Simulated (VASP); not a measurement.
Energy against volume of KZnF$_{3}$ (cubic perovskite). These are RPBE GGA, VASP's PBE PAW potentials (set 64) (plane waves; VASP) values and carry that method's errors. Run with 520 eV cut-off, 5×5×5 Γ-centred mesh, Gaussian smearing of 0.050 eV, potentials K_sv Zn F.

```
V (Å³/atom)  E (eV/atom)
-----------  -----------
14.477          -3.80558
14.924          -3.80951
15.372          -3.80832
15.820          -3.80280
```

Problem. Fit these four points and predict the energy of the run at 14.029 Å³/atom.

Solution. A cubic in V^(−2/3), the third-order Birch-Murnaghan form, passes through the four points with V0 = 15.03 Å³/atom and B0 = 59 GPa, and gives -3.7956 eV/atom there. The run gave -3.7957 eV/atom, -0.1 meV/atom from the fit; all five points give B0 = 59 GPa.

The compound is KZnF3 in the cubic perovskite structure. It was relaxed first, which changed the volume by +13 %.
